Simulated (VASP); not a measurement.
Data:

```
Pd5Sr
1.0
    5.38300     0.00000     0.00000
   -2.69150     4.66181     0.00000
    0.00000     0.00000     4.39200
Pd Sr
5 1
Cartesian
  0.00000   3.10788   0.00000
  2.69150   1.55394   0.00000
  2.69150   0.00000   2.19600
  1.34575   2.33091   2.19600
 -1.34575   2.33091   2.19600
  0.00000   0.00000   0.00000
```

Level of theory: LDA (Ceperley-Alder, Perdew-Zunger), VASP's LDA PAW potentials (set 64) (plane waves; VASP). Run with 300 eV cut-off, 7×7×7 Γ-centred mesh, Gaussian smearing of 0.10 eV, potentials Pd Sr_sv.

At this cut-off the stress carries a Pulay error, which pulls relaxed volumes low.

Task: Estimate the energy per atom (σ→0), pressure, band gap (on the k-mesh) with the smallest direct gap where there is one.

Result: 
The band gap (on the k-mesh) comes out as none (metal, semimetal or under 0.01 eV), the energy per atom (σ→0) comes out as -6.073 eV/atom and the pressure is -6.17 GPa.

The structure comes from a measured SrPd5 entry of the Crystallography Open Database, whose conditions weren't checked. The cell was not relaxed at this level.
